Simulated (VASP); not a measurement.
Level of theory: PBE GGA with D3 dispersion (Becke-Johnson damping), VASP's PBE PAW potentials (set 64) (plane waves; VASP).

VASP input:

KPOINTS:
```
Automatic
0
Gamma
  16 16 16
```

File POSCAR:
```
Al
1
    0.0000000000     1.9687980074     1.9687980074
    1.9687980074     0.0000000000     1.9687980074
    1.9687980074     1.9687980074     0.0000000000
Al
1
Direct
  0.0000000000   0.0000000000   0.0000000000
```

### INCAR
```
GGA = PE
SIGMA = 0.1
NELM = 100
LCHARG = F
LWAVE = F
LREAL = F   # projection in real space or not
ALGO = Normal   # blocked Davidson
ENCUT = 520
IVDW = 12   # D3, Becke-Johnson
ISIF = 2   # forces and stress, cell fixed
PREC = Accurate
ISMEAR = 1   # Methfessel-Paxton
SYSTEM = Al
EDIFF = 1E-7   # SCF stop (eV)
LASPH = T   # aspherical one-centre terms
```

POTCAR, in this order: Al (PBE.64 set). Program: vasp_std.

Output

**OSZICAR**
```
       N       E                     dE             d eps       ncg     rms          rms(c)
DAV:   1    -0.133607022549E+01   -0.13361E+01   -0.88070E+02  1530   0.330E+02
DAV:   2    -0.373127268995E+01   -0.23952E+01   -0.22432E+01  1920   0.322E+01
DAV:   3    -0.375004066271E+01   -0.18768E-01   -0.18766E-01  1965   0.346E+00
DAV:   4    -0.375008559946E+01   -0.44937E-04   -0.44936E-04  1920   0.172E-01
DAV:   5    -0.375008581924E+01   -0.21978E-06   -0.22054E-06  1960   0.986E-03    0.144E+00
DAV:   6    -0.373614110662E+01    0.13945E-01   -0.12823E-03  1735   0.275E-01    0.838E-01
DAV:   7    -0.372600626711E+01    0.10135E-01   -0.39417E-03  1675   0.448E-01    0.161E-01
DAV:   8    -0.372600363761E+01    0.26295E-05   -0.22409E-05  1915   0.517E-02    0.186E-02
DAV:   9    -0.372600195640E+01    0.16812E-05   -0.89570E-07  1815   0.713E-03    0.110E-03
DAV:  10    -0.372600171962E+01    0.23678E-06   -0.46483E-09  1430   0.816E-04    0.127E-03
DAV:  11    -0.372600165223E+01    0.67386E-07   -0.21235E-10   970   0.147E-04
   1 F= -.40907517E+01 E0= -.40908175E+01  d E =0.197151E-03
```

**OUTCAR**
```
------------------------ aborting loop because EDIFF is reached ----------------------------------------
 Edisp (eV)   -0.36475
  FORCE on cell =-STRESS in cart. coord.  units (eV):
  Direction    XX          YY          ZZ          XY          YZ          ZX
  --------------------------------------------------------------------------------------
  Total       0.30580     0.30580     0.30580    -0.00000    -0.00000     0.00000
  in kB      32.10035    32.10035    32.10035    -0.00000    -0.00000     0.00000
  external pressure =       32.10 kB  Pullay stress =        0.00 kB
  volume of cell :       15.26
      direct lattice vectors                 reciprocal lattice vectors
     0.000000000  1.968798007  1.968798007    -0.253962061  0.253962061  0.253962061
     1.968798007  0.000000000  1.968798007     0.253962061 -0.253962061  0.253962061
     1.968798007  1.968798007  0.000000000     0.253962061  0.253962061 -0.253962061
 POSITION                                       TOTAL-FORCE (eV/Angst)
 -----------------------------------------------------------------------------------
      0.00000      0.00000      0.00000        -0.000000     -0.000000     -0.000000
 -----------------------------------------------------------------------------------
    total drift:                               -0.000000      0.000000     -0.000000
  FREE ENERGIE OF THE ION-ELECTRON SYSTEM (eV)
  ---------------------------------------------------
  free  energy   TOTEN  =        -4.0907517474 eV

  energy  without entropy=       -4.0909488979  energy(sigma->0) =       -4.09081746
```
(Selected blocks of OUTCAR.)

The compound is Al in the fcc structure. This cell is one point of a volume scan, at 0.97 of the reference volume.
